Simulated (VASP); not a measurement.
Write the native input for VASP 6.6.1 that does the following.

| Quantity | Value |
| --- | --- |
| Task | single point |
| Functional | PBE |
| Potentials or basis | VASP PAW PBE potentials, release 64 (Si, P) |
| Cutoff | 520 eV |
| k mesh | 4 × 4 × 4 |
| Occupations | gaussian, width 0.1 eV |
| Spin | no spin polarisation |
| Dipole correction | no |
| Further INCAR settings | ALGO = Fast; EDIFF = 1e-06; NBANDS = 45 |

The structure of Si3P4 lies in POSCAR:

```
Si3P4
1.0
   -3.1651270300      3.1651270300      5.1838909500
    3.1651270300     -3.1651270300      5.1838909500
    3.1651270300      3.1651270300     -5.1838909500
Si P
6 8
Direct
    0.0000000000      0.0000000000      0.0000000000
    0.7500000000      0.2500000000      0.5000000000
    0.8750000000      0.6250000000      0.2500000000
    0.3750000000      0.6250000000      0.2500000000
    0.3750000000      0.6250000000      0.7500000000
    0.3750000000      0.1250000000      0.7500000000
    0.6061000200      0.3839000000      0.2222000200
    0.1339000000      0.4116999800      0.2777999800
    0.1616999800      0.3839000000      0.7777999800
    0.1339000000      0.8561000200      0.7222000200
    0.1438999800      0.8661000000      0.2777999800
    0.6161000000      0.3938999800      0.7777999800
    0.5883000200      0.8661000000      0.7222000200
    0.6161000000      0.8383000200      0.2222000200
```

The cell was built by a generator and needn't be a form met in nature.

The input as run:

INCAR

```
  ALGO = Fast
  EDIFF = 1E-6
  ENCUT = 520
  GGA = PE
  ISIF = 2
  ISMEAR = 0
  LASPH = True
  LCHARG = False
  LREAL = False
  LWAVE = False
  NBANDS = 45
  NELM = 100
  PREC = Accurate
  SIGMA = 0.1
```

KPOINTS

```
k-points
0
Gamma
  4 4 4
```

Potentials or basis: VASP PAW PBE potentials, release 64 (Si, P).

Launch:

```sh
$ cat potpaw_PBE.64/Si/POTCAR potpaw_PBE.64/P/POTCAR > POTCAR
$ mpirun -np 1 vasp_std > vasp.out
```

Results of the run:

```
Pressure               : 30.0 GPa
Largest force          : 3.847 eV/Å
Band gap on the k mesh : none (metal or under the smearing width)
```

Caveat: a pressure of tens of GPa on the cell as given is suspect, and the run, the potentials or the cell itself is likely at fault; forces of over 1 eV/Å show positions far from the minimum, so gaps and moduli don't describe the material at rest.

Wall time 4 min on 1 thread of Intel(R) Xeon(R) Platinum 8488C (Sapphire Rapids) (shared host), peak memory 0.4 GiB.
